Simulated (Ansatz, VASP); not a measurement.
**NiMoIrPdW: VASP beside Ansatz**

File INCAR:

```
ALGO = Normal ; CSHIFT = 0.1
EDIFF = 1E-6 ; ENCUT = 520
GGA = PE ; ISIF = 2
ISMEAR = -1 ; ISPIN = 2
KPAR = 4 ; LASPH = True
LCHARG = False ; LMAXMIX = 4
LOPTICS = True ; LORBIT = 11
LREAL = False ; LWAVE = False
MAGMOM = 1 1 0 0.6 0 ; NBANDS = 60
NEDOS = 1000 ; NELM = 100
PREC = Accurate ; SIGMA = 0.05
```

The input KPOINTS:

```
k-points
0
Gamma
  11 11 3
```

Contents of POSCAR:

```
NiMoIrPdW
1.0
    2.7607800000      0.0000000000      0.0000000000
   -1.3803900000      2.3909000000      0.0000000000
    0.0000000000      0.0000000000     11.3405100000
Ni Mo Pd Ir W
1 1 1 1 1
Direct
    0.0000000000      0.0000000000      0.7091700000
    0.6666700000      0.3333300000      0.2942500000
    0.6666700000      0.3333300000      0.8990100000
    0.0000000000      0.0000000000      0.1060400000
    0.6666700000      0.3333300000      0.5292100000
```

input.yaml

```yaml
crystal:
  lattice:
    - [2.76078, 0.0, 0.0]
    - [-1.38039, 2.3909, 0.0]
    - [0.0, 0.0, 11.34051]
  atoms:
    - { symbol: Ni, position: [0.0, 0.0, 0.70917], spin: 1.0 }
    - { symbol: Mo, position: [0.66667, 0.33333, 0.29425], spin: 1.0 }
    - { symbol: Pd, position: [0.66667, 0.33333, 0.89901] }
    - { symbol: Ir, position: [0.0, 0.0, 0.10604], spin: 0.6 }
    - { symbol: W, position: [0.66667, 0.33333, 0.52921] }
hamiltonian:
  xc: pbe
  pseudopotentials: { kind: paw }
magnetization:
  spin_polarized: true
kpoints:
  mp_grid: { grid: [11, 11, 3] }
scf:
  occupations: { method: fermi_dirac, width: 0.05 }
output:
  forces: true
  stress: true
  eigenvalues: true
```

The cell was built by a generator and needn't be a form met in nature.

Alike in both runs: functional PBE; k mesh 11 × 11 × 3; occupations fermi-dirac, width 0.05 eV; collinear spin, ferromagnetic start.

```csv
,VASP,Ansatz
version,VASP 6.6.1,Ansatz 0.2.0
potentials or method,"VASP PAW PBE potentials, release 64 (Ni, Mo_sv, Pd, Ir, W_sv)",Ansatz PAW
plane-wave cutoff (eV),520,420
valence electrons in the cell,57,81
task,optical spectrum,single point
```

|  | VASP | Ansatz | Ansatz less VASP |
| --- | --- | --- | --- |
| gap on the k mesh at the Fermi level (eV) | none | none | - |
| pressure (GPa) | 0.2 | -0.2 | -0.42 |
| rms of the force components (eV/Å) | 0.103 | 0.094 | -0.0089 |
| net moment per atom (μB) | 0.00 | 0.00 | 0.000 |

Atom by atom the forces differ by 0.013 eV/Å (rms over components). A gap of «none» marks a metal or a gap that the smearing closes. The functional is the same, so the differences come from potentials, cutoffs and numerics. The two sets of potentials don't hold the same shells in valence.

Caveats: spectra need much finer meshes, so this one isn't converged (VASP); independent-particle spectra lack excitons (VASP); the intraband (Drude) part of a metal's response may be missing (VASP); the starting moments weren't kept (Ansatz). The runs have no spin-orbit coupling, so splittings on Ir, W are missing.
